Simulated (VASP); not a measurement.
**GePt (relaxed from the MnP structure, space group Pnma): computed properties**

Computed with r2SCAN meta-GGA, VASP's PBE PAW potentials (set 64) (plane waves; VASP).

```json
{
  "space_group": "Pnma (62)",
  "cell": "a = 5.7578 Å, b = 3.7253 Å, c = 6.1164 Å, α = β = γ = 90.00°",
  "volume_per_atom": "16.40 Å³/atom",
  "band gap (over mesh and band path)": "none (metal, semimetal or under 0.01 eV)",
  "density": "13.55 g/cm³"
}
```

```cif
data_Ge4Pt4
_chemical_formula_sum 'Pt4 Ge4'
_space_group_name_H-M_alt 'Pnma'
_space_group_IT_number 62
_space_group_name_Hall '-P 2ac 2n'
_cell_length_a 5.75778
_cell_length_b 3.72530
_cell_length_c 6.11640
_cell_angle_alpha 90.000
_cell_angle_beta 90.000
_cell_angle_gamma 90.000
loop_
_space_group_symop_operation_xyz
  'x, y, z'
  '-x, -y, -z'
  '-x+1/2, -y, z+1/2'
  'x+1/2, y, -z+1/2'
  'x+1/2, -y+1/2, -z+1/2'
  '-x+1/2, y+1/2, z+1/2'
  '-x, y+1/2, -z'
  'x, -y+1/2, z'
loop_
_atom_site_label
_atom_site_type_symbol
_atom_site_symmetry_multiplicity
_atom_site_Wyckoff_symbol
_atom_site_fract_x
_atom_site_fract_y
_atom_site_fract_z
_atom_site_occupancy
Pt1 Pt 4 c 0.00237 0.75000 0.19303 1
Ge1 Ge 4 c 0.18671 0.25000 0.41205 1
```

Unless said otherwise, spin-orbit coupling is left out, though it shifts the bands of the heavy elements here.

The structure was generated: GePt was put into the MnP type (Pnma), which need not be its known phase. It was relaxed first, which changed the volume by -6 %. Symmetry was kept, so distortions that lower it aren't found.
